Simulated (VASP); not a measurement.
An input for Ansatz (written as the equivalent of a VASP run, and not itself run):

Ansatz 0.2 input:
```yaml
crystal:
  lattice:
    - [1.5773694, -2.7320844, 0.0000000]
    - [1.5773694, 2.7320844, 0.0000000]
    - [0.0000000, 0.0000000, 3.5119726]
  atoms:
    - { symbol: Zr, position: [0.0000000, 0.0000000, 0.0000000] }
    - { symbol: B, position: [0.3333330, 0.6666670, 0.5000000] }
    - { symbol: B, position: [0.6666670, 0.3333330, 0.5000000] }
kpoints:
  mp_grid: { grid: [10, 10, 8] }
hamiltonian:
  xc: pbesol
  pseudopotentials: { kind: paw }
scf:
  occupations: { method: methfessel_paxton, width: 0.1 }
  max_iter: 100
relax:
  max_steps: 60
  f_tol: 0.02
  cell: {}
output: { forces: true, stress: true, eigenvalues: true }
```

### Question
Translate this input to VASP (INCAR, KPOINTS, POSCAR, choice of POTCAR).

### Answer
One answer among several that fit: 
### KPOINTS
```
K-points
0
G
10 10 8
```

**INCAR**
```
# general
SYSTEM   =  ZrB2
PREC     =  Accurate
ENCUT    =  520
LREAL    =  .False.
LASPH    =  .True.

# electronic loop
EDIFF    =  1E-6
NELM     =  100
ALGO     =  Normal
LMAXMIX  =  4

# smearing
ISMEAR   =  1
SIGMA    =  0.1

# functional
GGA      =  PS

# ions
IBRION   =  2
NSW      =  60
ISIF     =  3
EDIFFG   =  -0.02

# output
LWAVE    =  .False.
LCHARG   =  .False.
```

**POSCAR**
```
ZrB2
1
    1.5773694155    -2.7320844332    -0.0000000000
    1.5773694155     2.7320844332     0.0000000000
   -0.0000000000    -0.0000000000     3.5119726415
Zr B
1 2
Direct
  0.0000000000   0.0000000000   0.0000000000
  0.3333330000   0.6666670000   0.5000000000
  0.6666670000   0.3333330000   0.5000000000
```

POTCAR, in this order: Zr_sv B (PBE.64 set). Program: vasp_std.

What does not carry over: each code has its own PAW files, so the cut-off isn't converted (ENCUT is set for VASP's; basis.ecutwfc is left out, and Ansatz then takes the one that its files recommend); Ansatz stops its SCF on the density residual and VASP on the energy change (EDIFF).

The compound is ZrB2 in the AlB2 type structure. It was relaxed first. The start is the result of an earlier pass.
